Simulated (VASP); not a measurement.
# A VASP study of HfPbO3 (optB86b-vdW): structure first, properties next, part 3 of 5

What structure does HfPbO3 take at this level, and what are its properties? Left out of this account: 1 further run (relaxation: a spoilt try). The start is a computed cell from the Materials Project.

VASP 6.6.1; optB86b-vdW; plane waves and PAW (Hf_pv, Pb_d, O).

So far, gap on the k-mesh (eV): step 2 (full relaxation (optB86b-vdW)) 2.46.

**5. Band structure (optB86b-vdW)**

Levels along the symmetry lines show where the bands peak and cross; KPOINTS_OPT computes them in the converged potential.

The input, INCAR:

```
SYSTEM = HfPbO3
PREC = Accurate
ENCUT = 520
EDIFF = 1E-06
NELM = 100
ISMEAR = 0
SIGMA = 0.05
LREAL = .FALSE.
ALGO = Normal
GGA = MK
AGGAC = 0
LUSE_VDW = .TRUE.
PARAM1 = 0.1234
PARAM2 = 1
LASPH = .TRUE.
NBANDS = 36
LORBIT = 11
LWAVE = .FALSE.
LCHARG = .FALSE.
KPAR = 4
```

The input, POSCAR:

```
HfPbO3
1.0
    4.1282813871      0.0000000000      0.0000000000
    0.0000000000      4.1282813871      0.0000000000
    0.0000000000      0.0000000000      4.1282813871
Hf Pb O
1 1 3
Direct
    0.5000000000      0.5000000000      0.5000000000
    0.0000000000      0.0000000000      0.0000000000
    0.0000000000      0.5000000000      0.5000000000
    0.5000000000      0.0000000000      0.5000000000
    0.5000000000      0.5000000000      0.0000000000
```

The input, KPOINTS:

```
Automatic mesh
0
Gamma
6 6 6
0 0 0
```

The input, KPOINTS_OPT:

```
Line mode
16
Line-mode
Reciprocal
  0.00000000   0.00000000   0.00000000 GAMMA
  0.00000000   0.50000000   0.00000000 X

  0.00000000   0.50000000   0.00000000 X
  0.50000000   0.50000000   0.00000000 M

  0.50000000   0.50000000   0.00000000 M
  0.00000000   0.00000000   0.00000000 GAMMA

  0.00000000   0.00000000   0.00000000 GAMMA
  0.50000000   0.50000000   0.50000000 R

  0.50000000   0.50000000   0.50000000 R
  0.00000000   0.50000000   0.00000000 X

  0.50000000   0.50000000   0.00000000 M
  0.50000000   0.50000000   0.50000000 R
```

The projector-augmented-wave data sets are Hf_pv, Pb_d and O (PBE family, release 64).

Started as:

```bash
> mpirun -np 4 vasp_std
```

The log of the run:

```text
[... set-up lines as in an earlier step ...]
 entering main loop
       N       E                     dE             d eps       ncg     rms          rms(c)
DAV:   1     0.425626172469E+03    0.42563E+03   -0.20581E+04  1440   0.131E+03
DAV:   2     0.733486973542E+01   -0.41829E+03   -0.38000E+03  1572   0.384E+02
DAV:   3    -0.378479809797E+02   -0.45183E+02   -0.44028E+02  1748   0.125E+02
DAV:   4    -0.392860227459E+02   -0.14380E+01   -0.14332E+01  1744   0.227E+01
DAV:   5    -0.393263056748E+02   -0.40283E-01   -0.40270E-01  1920   0.399E+00    0.640E+01
DAV:   6    -0.315902160002E+02    0.77361E+01   -0.22245E+01  1940   0.294E+01    0.523E+01
DAV:   7    -0.314134530679E+02    0.17676E+00   -0.21582E+00  1712   0.746E+00    0.337E+01
DAV:   8    -0.313679240263E+02    0.45529E-01   -0.39397E-01  1980   0.550E+00    0.112E+01
DAV:   9    -0.313437804059E+02    0.24144E-01   -0.78128E-02  1972   0.204E+00    0.260E+00
DAV:  10    -0.313441833403E+02   -0.40293E-03   -0.30743E-03  2120   0.631E-01    0.721E-01
DAV:  11    -0.313443617552E+02   -0.17841E-03   -0.63684E-04  1616   0.144E-01    0.119E-01
DAV:  12    -0.313443590562E+02    0.26990E-05   -0.35661E-05  1864   0.786E-02    0.342E-02
DAV:  13    -0.313443602133E+02   -0.11571E-05   -0.75200E-06  1616   0.166E-02    0.810E-03
DAV:  14    -0.313443604220E+02   -0.20876E-06   -0.72811E-07  1244   0.578E-03
   1 F= -.31344360E+02 E0= -.31344360E+02  d E =-.660526E-18
 Start KPOINTS_OPT (optional k-point list driver)
k-point batch [1-20\96]
       N       E                     dE             ncg
DAV:   1     0.266605531614E+04   -0.88021E+04     1440
DAV:   2    -0.508736190870E+04   -0.77534E+04     1584
DAV:   3    -0.592856059004E+04   -0.84120E+03     1680
DAV:   4    -0.595898397002E+04   -0.30423E+02     1760
DAV:   5    -0.595983314516E+04   -0.84918E+00     1916
DAV:   6    -0.595986477807E+04   -0.31633E-01     1788
DAV:   7    -0.595986627322E+04   -0.14952E-02     2060
DAV:   8    -0.595986629582E+04   -0.22595E-04     1560
DAV:   9    -0.595986629652E+04   -0.70387E-06     1224
[...]
k-point batch [81-96\96]
       N       E                     dE             ncg
DAV:   1     0.589074227513E+04   -0.21471E+05     1160
DAV:   2    -0.466293143999E+03   -0.63570E+04     1208
DAV:   3    -0.115420219118E+04   -0.68791E+03     1376
DAV:   4    -0.117812236194E+04   -0.23920E+02     1432
DAV:   5    -0.117876712506E+04   -0.64476E+00     1636
DAV:   6    -0.117878590873E+04   -0.18784E-01     1412
DAV:   7    -0.117878703845E+04   -0.11297E-02     1760
DAV:   8    -0.117878706191E+04   -0.23457E-04     1200
DAV:   9    -0.117878706221E+04   -0.29761E-06     1060
```

It took 75 s on 4 MPI ranks of Intel Xeon Platinum 8488C (Sapphire Rapids), shared host; peak memory 1.6 GiB.

From OUTCAR (step 5):

```text
   k-points           NKPTS =     20   k-points in BZ     NKDIM =     20   number of bands    NBANDS=     36

   NELECT =      42.0000    total number of electrons

 E-fermi :   4.3426

 k-point     1 :       0.0000    0.0000    0.0000
  band No.  band energies     occupation
    ...
     17       3.0385      2.00000
     18       3.0385      2.00000
     19       3.5870      2.00000
     20       3.5870      2.00000
     21       3.5870      2.00000
     22       8.3105      0.00000
     23       8.3105      0.00000
     24       8.3105      0.00000
     25      10.5981      0.00000
     26      10.5981      0.00000
    ...

Total vdW correction in eV:      7.3860641

  Total       -0.0101916     -0.0101916     -0.0101916     -0.0000000     -0.0000000     -0.0000000
  in kB       -0.2320838     -0.2320838     -0.2320838     -0.0000000     -0.0000000     -0.0000000
  external PRESSURE =      -0.2320838 kB  Pullay stress =       0.0000000 kB

  FREE ENERGIE OF THE ION-ELECTRON SYSTEM (eV)
  ---------------------------------------------------
  free  energy   TOTEN  =       -31.3443604220 eV

  energy  without entropy=      -31.3443604220  energy(sigma->0) =      -31.34436042

Total vdW correction in eV:      7.3860607

[... 8 parts as in an earlier step ...]

[... 9 further parts left out ...]
```

Spin-orbit coupling is off here; with elements this heavy it splits and shifts levels by tenths of an eV or more.

This step gave:

```
bands                             : 36
Fermi energy                      : 4.343 eV
pressure                          : -0.02321 GPa
least gap on mesh and path        : 2.460 eV
least direct gap on mesh and path : 2.491 eV
```

The electronic bands at the labelled points (eV, zero at the valence-band top; v1 is the highest filled band, c1 the lowest empty one):

```
          point     v4     v3     v2     v1    c1    c2    c3    c4
              Γ  -1.01  -0.46  -0.46  -0.46  4.26  4.26  4.26  6.55
0.53 of the way  -1.14  -0.96  -0.52  -0.52  4.13  4.29  5.19  5.19
              X  -1.25  -0.49  -0.49  -0.03  2.46  4.31  5.28  5.28
0.53 of the way  -1.86  -0.84  -0.83  -0.38  3.66  4.84  4.85  5.55
              M  -2.06  -1.56  -1.00   0.00  4.40  4.54  4.54  6.60
0.53 of the way  -1.56  -0.73  -0.71  -0.63  4.09  4.93  5.26  5.35
              Γ  -1.01  -0.46  -0.46  -0.46  4.26  4.26  4.26  6.55
0.47 of the way  -1.14  -0.84  -0.84  -0.60  3.29  5.46  5.46  6.05
              R  -3.87  -0.03  -0.03  -0.03  5.82  5.82  5.82  8.09
0.47 of the way  -2.06  -0.65  -0.59  -0.34  4.19  4.29  5.78  6.52
              X  -1.25  -0.49  -0.49  -0.03  2.46  4.31  5.28  5.28
      jump to M  -2.06  -1.56  -1.00   0.00  4.40  4.54  4.54  6.60
0.47 of the way  -2.48  -0.63  -0.63  -0.01  4.88  4.88  5.18  7.18
              R  -3.87  -0.03  -0.03  -0.03  5.82  5.82  5.82  8.09
```

Of the projections kept (Hf, Pb, O), the largest for each band there; the rest of the weight can lie on other orbitals:

```
point      v4      v3      v2      v1       c1       c2       c3       c4
    Γ  O 1.00  O 0.85  O 0.85  O 0.85  Hf 0.99  Hf 0.99  Hf 0.99  Pb 0.70
    X  O 0.98  O 0.88  O 0.88  O 0.76  Pb 0.78  Hf 1.00  Pb 0.51  Pb 0.51
    M  O 0.80  O 0.52  O 0.74  O 1.00  Pb 1.00  Pb 0.52  Pb 0.52  Hf 0.77
    Γ  O 1.00  O 0.85  O 0.85  O 0.85  Hf 0.99  Hf 0.99  Hf 0.99  Pb 0.70
    R  O 0.61  O 1.00  O 1.00  O 1.00  Pb 0.59  Pb 0.59  Pb 0.59  Hf 0.80
    X  O 0.98  O 0.88  O 0.88  O 0.76  Pb 0.78  Hf 1.00  Pb 0.51  Pb 0.51
```

The path finds the gap of the mesh within 0.02 eV, so the mesh comes close to both band edges.

**6. Total and projected DOS (optB86b-vdW)**

Here the states are counted by energy and projected on the atoms. The mesh is finer than in the run before.

INCAR, as its differences from that of step 5:

```diff
@@ -5,3 +5,3 @@
 NELM = 100
-ISMEAR = 0
+ISMEAR = -5
 SIGMA = 0.05
@@ -20 +20,2 @@
 KPAR = 4
+NEDOS = 2001
```

POSCAR is that of step 5.

The input, KPOINTS:

```
Automatic mesh
0
Gamma
8 8 8
0 0 0
```

Started as:

```bash
> mpirun -np 4 vasp_std
```

The log of the run:

```text
[... set-up lines as in an earlier step ...]
 entering main loop
       N       E                     dE             d eps       ncg     rms          rms(c)
DAV:   1     0.419161222482E+03    0.41916E+03   -0.20623E+04  2528   0.129E+03
DAV:   2     0.504362741820E+01   -0.41412E+03   -0.37836E+03  2728   0.381E+02
DAV:   3    -0.379030221523E+02   -0.42947E+02   -0.41898E+02  3064   0.123E+02
DAV:   4    -0.392882658727E+02   -0.13852E+01   -0.13806E+01  3064   0.223E+01
DAV:   5    -0.393264967981E+02   -0.38231E-01   -0.38217E-01  3272   0.383E+00    0.640E+01
DAV:   6    -0.315938490816E+02    0.77326E+01   -0.22459E+01  3380   0.294E+01    0.522E+01
DAV:   7    -0.314141158356E+02    0.17973E+00   -0.21369E+00  2964   0.750E+00    0.337E+01
DAV:   8    -0.313690542423E+02    0.45062E-01   -0.39640E-01  3476   0.553E+00    0.114E+01
DAV:   9    -0.313441846054E+02    0.24870E-01   -0.79269E-02  3412   0.208E+00    0.265E+00
DAV:  10    -0.313446080433E+02   -0.42344E-03   -0.30507E-03  3724   0.621E-01    0.770E-01
DAV:  11    -0.313447868445E+02   -0.17880E-03   -0.63626E-04  2752   0.146E-01    0.114E-01
DAV:  12    -0.313447836149E+02    0.32296E-05   -0.35469E-05  3288   0.815E-02    0.295E-02
DAV:  13    -0.313447850136E+02   -0.13987E-05   -0.75321E-06  3084   0.177E-02    0.751E-03
DAV:  14    -0.313447852106E+02   -0.19693E-06   -0.72114E-07  2244   0.582E-03
   1 F= -.31344785E+02 E0= -.31344785E+02  d E =0.000000E+00
```

The job ended after 69 s (4 MPI ranks; peak memory 1.7 GiB; 4.5 min of CPU time).

Parts of OUTCAR (step 6):

```text
   k-points           NKPTS =     35   k-points in BZ     NKDIM =     35   number of bands    NBANDS=     36

   NELECT =      42.0000    total number of electrons

 E-fermi :   4.0656

 k-point     1 :       0.0000    0.0000    0.0000
  band No.  band energies     occupation
    ...
     17       3.0383      2.00000
     18       3.0383      2.00000
     19       3.5868      2.00000
     20       3.5868      2.00000
     21       3.5868      2.00000
     22       8.3105      0.00000
     23       8.3105      0.00000
     24       8.3106      0.00000
     25      10.5980      0.00000
     26      10.5980      0.00000
    ...

Total vdW correction in eV:      7.3860359

  Total       -0.0105712     -0.0105712     -0.0105712     -0.0000000     -0.0000000      0.0000000
  in kB       -0.2407292     -0.2407292     -0.2407292     -0.0000000     -0.0000000      0.0000000
  external PRESSURE =      -0.2407292 kB  Pullay stress =       0.0000000 kB

  FREE ENERGIE OF THE ION-ELECTRON SYSTEM (eV)
  ---------------------------------------------------
  free  energy   TOTEN  =       -31.3447852106 eV

  energy  without entropy=      -31.3447852106  energy(sigma->0) =      -31.34478521

Total vdW correction in eV:      7.3860231

[... 7 parts as in an earlier step ...]

[... 10 further parts left out ...]
```

This step gave:

- irreducible k-points: 35
- Fermi energy: 4.066 eV
- pressure: -0.02407 GPa

The density of states has structure finer than the step of the table below, so its rows give means over 1 eV, whole bins alone (the curve runs from -12.0 to 8.51 eV). Peaks (eV: height): total -7.0: 5.82, -2.6: 6.27, -1.8: 6.64, -0.8: 8.98; O p -2.6: 3.12, -1.8: 3.76, -1.2: 2.93, -0.7: 5.91; Hf d -3.8: 0.751, 4.6: 1.02, 5.5: 1.01, 7.0: 2.06; Pb p 3.6: 0.737, 4.8: 1.32, 5.3: 1.49, 6.3: 0.590; Hf p -2.6: 0.407, -1.8: 0.512, -0.8: 0.364, -0.7: 0.304.

States under -12.0 eV and over 8.5 eV are left out. Table of density of states by energy, zero at the valence-band top; means over each step; 7 of 8 lines; values in states/eV/cell:

```
energy (eV)    total      O p     Hf d     Pb p     Hf p     Pb s    Hf s
         -8        0        0        0        0        0        0       0
         -7     1.94    0.138   0.0298  0.00238  0.00310     1.11  7.0e-4
         -6   0.0625  0.00231   4.6e-4   1.6e-4   7.5e-5   0.0399  3.7e-5
         -5  0.00565  0.00215   5.7e-4   3.7e-4   6.2e-6        0  1.1e-4
         -4     2.71     1.33    0.437   0.0607   0.0476  0.00848   0.166
         -3     4.29     2.11    0.440    0.147    0.229   0.0518  0.0673
         -2     3.82     2.08    0.299   0.0565    0.234    0.122  0.0181
         -1     5.52     3.57    0.137   0.0467    0.209    0.143  0.0124
          0     1.71     1.20  0.00501  0.00613   0.0113   0.0429  4.9e-4
          1        0        0        0        0        0        0       0
          2   9.7e-5   6.3e-6        0   3.6e-5        0        0       0
          3    0.434   0.0403   0.0143    0.157  0.00142  0.00314  3.4e-4
          4     1.60    0.193    0.170    0.530  0.00561  0.00978  8.9e-4
          5     4.10    0.704    0.817     1.19  0.00535  0.00320  2.9e-4
          6     2.45    0.363    0.954    0.500  0.00483  0.00186  2.8e-4
          7     2.79    0.377     1.73    0.174  0.00983   6.6e-4  1.1e-4
          8    0.667    0.118    0.454  0.00602  0.00236   3.2e-4  3.5e-5
```

The gap on this mesh is 2.46 eV. In the top eV of the valence band the largest shares in the PAW spheres are O p 67 %; in the lowest eV of the conduction band, Pb p 36 %, O p 9 % and O s 6 %. The rest lies in smaller channels or between the spheres.

(Continued in part 4 of 5.)

[Lines on the potential files, build, host, timing and source positions are cut from VASP's logs without a mark.]

[Logs are printed without paths, hosts, clocks, repeated set-up lines and the standing remarks that a program may print on its own settings, such as how far it seeks lower states.]

[Hosts, paths, dates, database ids (printed as entryN), source tags and the programs' standing remarks are cut or masked in the printed files.]

[A measured line is paired with the nearest computed mode of its activity, which favours agreement.]
